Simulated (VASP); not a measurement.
Level of theory: PBE GGA, VASP's PBE PAW potentials (set 64) (plane waves; VASP).

The input files of a VASP run:

### INCAR
```
LREAL = F
ALGO = Normal   # blocked Davidson
SIGMA = 0.1
PREC = Accurate
EDIFF = 1E-7   # SCF stop (eV)
SYSTEM = Li
LCHARG = F
ENCUT = 600
ISIF = 2
GGA = PE   # PBE
ISMEAR = 1
LASPH = T   # aspherical one-centre terms
NELM = 100   # most electronic steps
LWAVE = F
```

### POSCAR
```
Li
1
   -1.7226668124     1.7226668124     1.7226668124
    1.7226668124    -1.7226668124     1.7226668124
    1.7226668124     1.7226668124    -1.7226668124
Li
1
Direct
  0.0000000000   0.0000000000   0.0000000000
```

File KPOINTS:
```
Automatic
0
Gamma
  14 14 14
0 0 0
```

POTCAR, in this order: Li_sv (PBE.64 set). Program: vasp_std.

Task: Predict the energy per atom (σ→0), band gap (on the k-mesh).

Result: 
```
Quantity                                                     Value
------------------------  ----------------------------------------
energy per atom (σ→0)                               -1.902 eV/atom
band gap (on the k-mesh)  none (metal, semimetal or under 0.01 eV)
```

File OSZICAR:
```
...
DAV:   5    -0.190419177087E+01   -0.92801E-04   -0.92801E-04  1350   0.170E-01    0.219E-01
DAV:   6    -0.190308984504E+01    0.11019E-02   -0.29312E-04  1660   0.110E-01    0.125E-01
DAV:   7    -0.190255278838E+01    0.53706E-03   -0.71389E-04  1820   0.167E-01    0.285E-02
DAV:   8    -0.190255326456E+01   -0.47618E-06   -0.78677E-06  1060   0.358E-02    0.183E-03
DAV:   9    -0.190255036427E+01    0.29003E-05   -0.70833E-07  1470   0.119E-02    0.473E-04
DAV:  10    -0.190254923931E+01    0.11250E-05   -0.26822E-08   615   0.238E-03    0.396E-04
DAV:  11    -0.190254925575E+01   -0.16431E-07   -0.85491E-09   580   0.116E-03
   1 F= -.19025493E+01 E0= -.19022501E+01  d E =-.897349E-03
```

The compound is Li in the bcc structure. This cell was strained or had an atom moved on purpose.
